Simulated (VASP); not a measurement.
# Cu on the Al site in ScAl3, part 4 of 6

Wanted: what Cu on the Al site costs in ScAl3 and how the lattice relaxes round it. The start is a computed cell from the Materials Project.

VASP 6.6.1, plane waves and PAW; the level of theory is named at each step.

Still holding for the runs below: The k-mesh is coarse for a metal.

So far. Step 5 (Reference Al): The run ended after 2 ionic steps, 0.010 eV below its first step, once forces and stress met EDIFFG = -0.02. Step 5 (Reference Al): Energy at zero smearing: -4.19745 eV.

## 6. Reference Sc

This step: LDA; plane waves and PAW (Sc_sv) (VASP 6.6.1).

System of this step: Sc. It takes space group P6_3/mmc (No. 194, hexagonal). Conventional cell: a = 3.310 Å, b = 3.310 Å, c = 5.276 Å, α = 90.00°, β = 90.00°, γ = 120.00°. Sc has 12 Sc at 3.26 to 3.31 Å nearest.

Sc is not exchanged here; its energy serves the host's formation enthalpy.

File INCAR:

```
SYSTEM = Sc
PREC = Normal
ENCUT = 300
EDIFF = 1E-05
NELM = 120
ISMEAR = 1
SIGMA = 0.1
LREAL = Auto
ALGO = Fast
GGA = CA
NBANDS = 17
LASPH = .TRUE.
LORBIT = 11
LWAVE = .FALSE.
LCHARG = .FALSE.
KPAR = 4
IBRION = 2
NSW = 25
ISIF = 3
EDIFFG = -0.02
POTIM = 0.4
```

File POSCAR:

```
Sc
1.0
    3.3100000000      0.0000000000      0.0000000000
   -1.6550000000      2.8665440865      0.0000000000
    0.0000000000      0.0000000000      5.2761400000
Sc
2
Direct
    0.0000000000      0.0000000000      0.0000000000
    0.3333333333      0.6666666667      0.5000000000
```

File KPOINTS:

```
Automatic mesh
0
Gamma
9 9 5
0 0 0
```

The projector-augmented-wave data sets are Sc_sv (LDA family, release 64).

The run is started by

```bash
$ mpirun -np 4 vasp_std
```

Log:

```text
[banner, memory and clock lines left out]
running    4 mpi-ranks, on    1 nodes
 distrk:  each k-point on    1 cores,    4 groups
 distr:  one band on    1 cores,    1 groups

 POSCAR found type information on POSCAR Sc
 POSCAR found :  1 types and       2 ions
 [... a notice as in an earlier step ...]

 LDA part: xc-table for (Slater(with rela. corr.)+CA(PZ))
 , standard interpolation
 POSCAR, INCAR and KPOINTS ok, starting setup
 FFT: planning ... GRIDC
 FFT: planning ... GRID_SOFT
 FFT: planning ... GRID
 WAVECAR not read
 entering main loop
       N       E                     dE             d eps       ncg     rms          rms(c)
DAV:   1     0.195367882654E+03    0.19537E+03   -0.83947E+03  1368   0.923E+02
DAV:   2    -0.627459529670E+01   -0.20164E+03   -0.19962E+03  1561   0.516E+02
DAV:   3    -0.146994297720E+02   -0.84248E+01   -0.80855E+01  2042   0.101E+02
DAV:   4    -0.148374960446E+02   -0.13807E+00   -0.13753E+00  1806   0.117E+01
DAV:   5    -0.148395154952E+02   -0.20195E-02   -0.20186E-02  2112   0.147E+00    0.741E+00
RMM:   6    -0.134407372322E+02    0.13988E+01   -0.18602E+00  1328   0.191E+01    0.256E+00
RMM:   7    -0.133721367830E+02    0.68600E-01   -0.37745E+00  1450   0.146E+01    0.143E+00
RMM:   8    -0.133415291600E+02    0.30608E-01   -0.23560E-01  1393   0.629E+00    0.508E-01
RMM:   9    -0.133508474312E+02   -0.93183E-02   -0.15525E-01  1494   0.187E+00    0.112E-01
RMM:  10    -0.133532050942E+02   -0.23577E-02   -0.28406E-02  1567   0.729E-01    0.890E-02
RMM:  11    -0.133537420903E+02   -0.53700E-03   -0.75871E-03  1404   0.882E-01    0.827E-02
RMM:  12    -0.133537097547E+02    0.32336E-04   -0.40099E-03  1428   0.497E-01    0.126E-02
RMM:  13    -0.133538341776E+02   -0.12442E-03   -0.12864E-03  1229   0.143E-01    0.173E-02
RMM:  14    -0.133538518727E+02   -0.17695E-04   -0.27091E-04  1082   0.891E-02    0.132E-02
RMM:  15    -0.133538607247E+02   -0.88520E-05   -0.97334E-05  1049   0.522E-02
   1 F= -.13353861E+02 E0= -.13353103E+02  d E =-.133539E+02
 curvature:   0.00 expect dE= 0.000E+00 dE for cont linesearch  0.000E+00
 trial: gam= 0.00000 g(F)=  0.812E-46 g(S)=  0.179E+00 ort = 0.000E+00 (trialstep = 0.100E+01)
 search vector abs. value=  0.179E+00
 bond charge predicted
       N       E                     dE             d eps       ncg     rms          rms(c)
DAV:   1    -0.156815935282E+02   -0.23277E+01   -0.64892E+01  1512   0.115E+02    0.107E+01
RMM:   2    -0.136014389756E+02    0.20802E+01   -0.41785E+00  1430   0.312E+01    0.364E+00
RMM:   3    -0.134504508634E+02    0.15099E+00   -0.31247E+00  1450   0.170E+01    0.180E+00
RMM:   4    -0.134566691015E+02   -0.62182E-02   -0.26422E-01  1509   0.685E+00    0.512E-01
RMM:   5    -0.134583816273E+02   -0.17125E-02   -0.46229E-02  1600   0.211E+00    0.173E-01
RMM:   6    -0.134591730872E+02   -0.79146E-03   -0.88793E-03  1568   0.853E-01    0.723E-02
RMM:   7    -0.134590522831E+02    0.12080E-03   -0.19393E-03  1430   0.616E-01    0.274E-02
RMM:   8    -0.134590944018E+02   -0.42119E-04   -0.53568E-04  1344   0.190E-01    0.128E-02
RMM:   9    -0.134590978562E+02   -0.34543E-05   -0.97178E-05  1089   0.105E-01
   2 F= -.13459098E+02 E0= -.13458669E+02  d E =-.105237E+00
[...]
3 F= -.13459877E+02 E0= -.13459446E+02  d E =-.106016E+00
[...]
4 F= -.13459870E+02 E0= -.13459439E+02  d E =-.106010E+00
[...]
5 F= -.13461551E+02 E0= -.13461011E+02  d E =-.168084E-02
[...]
6 F= -.13462153E+02 E0= -.13461634E+02  d E =-.228246E-02
 curvature:  -1.56 expect dE=-0.385E-03 dE for cont linesearch -0.385E-03
 ZBRENT: interpolating
 opt :   2.4171  next Energy=   -13.462408 (dE=-0.254E-02)
 bond charge predicted
       N       E                     dE             d eps       ncg     rms          rms(c)
DAV:   1    -0.134638419724E+02   -0.16922E-02   -0.19506E-01  1706   0.945E+00    0.306E-01
RMM:   2    -0.134629776786E+02    0.86429E-03   -0.11453E-02  1402   0.169E+00    0.180E-01
RMM:   3    -0.134623745005E+02    0.60318E-03   -0.35326E-03  1454   0.644E-01    0.284E-02
RMM:   4    -0.134623994761E+02   -0.24976E-04   -0.35469E-04  1400   0.210E-01    0.175E-02
RMM:   5    -0.134624029069E+02   -0.34308E-05   -0.53648E-05   989   0.881E-02
   7 F= -.13462403E+02 E0= -.13461867E+02  d E =-.253263E-02
 curvature:  -1.04 expect dE=-0.484E-04 dE for cont linesearch -0.982E-05
 trial: gam= 0.00000 g(F)=  0.528E-49 g(S)=  0.467E-04 ort =-0.141E-03 (trialstep = 0.130E+01)
 search vector abs. value=  0.467E-04
 reached required accuracy - stopping structural energy minimisation
```

The job ended after 24 s (4 MPI ranks of AMD EPYC 7R43, shared host; peak memory 0.37 GiB).

From OUTCAR (step 6):

```text
   k-points           NKPTS =     36   k-points in BZ     NKDIM =     36   number of bands    NBANDS=     17

   ENCUT  =  300.0 eV  22.05 Ry    4.70 a.u.   4.67  4.67  7.45*2*pi/ulx,y,z

   NELECT =      22.0000    total number of electrons

 E-fermi :   4.0309

 k-point     1 :       0.0000    0.0000    0.0000
  band No.  band energies     occupation
    ...
      6     -23.2478      2.00000
      7     -23.2478      2.00000
      8     -23.2060      2.00000
      9      -1.2107      2.00000
     10       2.2582      2.00000
     11       5.0310     -0.00000
     12       5.6653     -0.00000
     13       5.6653     -0.00000
     14       6.0138     -0.00000
     15       6.1880      0.00000
    ...

  Total       -0.0342260     -0.0342260     -0.0088656      0.0000000      0.0000000      0.0000000
  in kB       -1.2225067     -1.2225067     -0.3166666      0.0000000      0.0000000      0.0000000
  external PRESSURE =      -0.9205600 kB  Pullay stress =       0.0000000 kB

 POSITION                                       TOTAL-FORCE (eV/Angst)
 -----------------------------------------------------------------------------------
      0.00000      0.00000      0.00000        -0.000000      0.000000      0.000000
     -0.00000      1.86103      2.49245         0.000000      0.000000     -0.000000
 -----------------------------------------------------------------------------------
    total drift:                               -0.000000      0.000000     -0.000000

  FREE ENERGIE OF THE ION-ELECTRON SYSTEM (eV)
  ---------------------------------------------------
  free  energy   TOTEN  =       -13.4624029069 eV

  energy  without entropy=      -13.4607942486  energy(sigma->0) =      -13.46186669

[... 1 part as in an earlier step ...]

[... 15 further parts left out ...]
```

CONTCAR:

```
Sc
   1.00000000000000
     3.2233988455047529    0.0000000000000000   -0.0000000000000000
    -1.6116994227523764    2.7915452867121675    0.0000000000000000
     0.0000000000000000    0.0000000000000000    4.9849008481702297
  Sc
     2
Direct
     0.0000000000000000    0.0000000000000000    0.0000000000000000
     0.3333333332999970    0.6666666667000030    0.5000000000000000
```

After so large a change of volume the plane waves of the start cell no longer fit, so the final stress carries a basis-set error. The run keeps the 24 symmetry operations of its start, so it cannot find a distortion of lower symmetry.

Relaxation path:

| step | energy less that of the first step (eV) | largest force (eV/Å) | pressure (GPa) | volume (Å³) |
| --- | --- | --- | --- | --- |
| 1 | 0.0000 | 0.0000 | -5.57 | 50.06 |
| 2 | -0.1052 | 0.0000 | -0.59 | 45.18 |
| 3 | -0.1060 | 0.0000 | 0.20 | 44.72 |
| 4 | -0.1060 | 0.0000 | 0.01 | 44.82 |
| 5 | -0.1077 | 0.0000 | 0.01 | 44.84 |
| 6 | -0.1083 | 0.0000 | -0.01 | 44.86 |
| 7 | -0.1085 | 0.0000 | -0.09 | 44.86 |

| conventional cell, symmetrised | before | after | change |
| --- | --- | --- | --- |
| a (Å) | 3.310 | 3.223 | -2.6 % |
| b (Å) | 3.310 | 3.223 | -2.6 % |
| c (Å) | 5.276 | 4.985 | -5.5 % |
| volume (Å³/atom) | 25.03 | 22.43 | -10.4 % |

The relaxed structure:

```xyz
2
Lattice="3.2234 0.0000 0.0000 -1.6117 2.7915 0.0000 0.0000 0.0000 4.9849" Properties=species:S:1:pos:R:3 pbc="T T T"
Sc    0.0000    0.0000    0.0000
Sc    0.0000    1.8610    2.4925
```

Numbers from this step:

```yaml
electronic_cycles: 51
electrons: 22
free_energy_toten: -13.46 eV
energy_at_zero_smearing: -13.46 eV
fermi_energy: 4.031 eV
```

The run ended after 7 ionic steps, 0.109 eV below its first step, once forces and stress met EDIFFG = -0.02.

The edges of the cell as typed change unequally, by -5.5 to -2.6 %. In a metal that hangs on the k mesh, which was not refined here; the energy is less touched by it than the shape.

Energy at zero smearing: -13.46187 eV.

(Continued in part 5 of 6.)

[Lines on the potential files, build, host, timing and source positions are cut from VASP's logs without a mark.]

[Logs are printed without paths, hosts, clocks, repeated set-up lines and the standing remarks that a program may print on its own settings, such as how far it seeks lower states.]

[Hosts, paths, dates, database ids (printed as entryN), source tags and the programs' standing remarks are cut or masked in the printed files.]

[In band tables of VASP the shares of atoms and orbitals are scaled to a sum of 1 inside the atoms' spheres.]

[Runs that stopped without an error message from VASP are left out.]
